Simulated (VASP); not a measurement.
Given:

```xyz
5
Lattice="-3.3430 3.3430 2.0663 3.3430 -3.3430 2.0663 3.3430 3.3430 -2.0663" Properties=species:S:1:pos:R:3 pbc="T T T"
Lu     0.0000     0.0000     0.0000
Au     2.6666     1.3382     0.0000
Au     0.6764     2.0048     2.0663
Au     2.0048    -0.6764     2.0663
Au     1.3382     4.0194     0.0000
```

Computed with PBEsol GGA, VASP's PBE PAW potentials (set 64) (plane waves; VASP 6.6.1). Run with 300 eV cut-off, 6×6×6 Γ-centred mesh, Fermi-Dirac smearing of 0.10 eV, potentials Lu_3 Au.

**Question.** Give the energies of bands 17 to 30 at the high-symmetry points, in eV from the Fermi level.

**Answer.** 
| band | Γ | X | M | Z | P | N |
|---|---|---|---|---|---|---|
| 17 | -4.16 | -3.91 | -3.63 | -4.09 | -4.21 | -4.19 |
| 18 | -4.16 | -3.83 | -3.39 | -3.79 | -4.11 | -4.09 |
| 19 | -3.55 | -3.69 | -3.31 | -3.79 | -3.92 | -3.76 |
| 20 | -3.37 | -3.54 | -3.16 | -3.52 | -3.92 | -3.68 |
| 21 | -3.37 | -3.26 | -3.16 | -3.47 | -3.81 | -3.32 |
| 22 | -3.36 | -2.91 | -2.76 | -2.68 | -3.21 | -3.05 |
| 23 | -2.57 | -2.91 | -2.58 | -2.68 | -2.88 | -2.82 |
| 24 | -2.42 | -2.60 | -2.58 | -2.41 | -2.25 | -2.73 |
| 25 | -2.10 | -2.51 | -2.27 | -2.05 | -2.25 | -2.00 |
| 26 | 0.66 | 1.02 | -2.06 | -1.76 | -1.92 | -1.16 |
| 27 | 1.43 | 1.15 | -2.06 | -1.76 | -1.62 | -0.56 |
| 28 | 1.43 | 1.77 | 1.55 | -0.38 | 2.48 | 1.14 |
| 29 | 2.61 | 1.78 | 3.37 | 2.91 | 2.61 | 1.49 |
| 30 | 3.02 | 2.49 | 3.92 | 3.37 | 2.61 | 2.10 |

It has no gap at this level: it comes out as a metal or semimetal.

The structure comes from a computed database's LuAu4 entry (I4/m); how it stands against other phases isn't given here. The cell was not relaxed at this level. The electron count is odd and the run is not spin-polarised, which forces a metal.
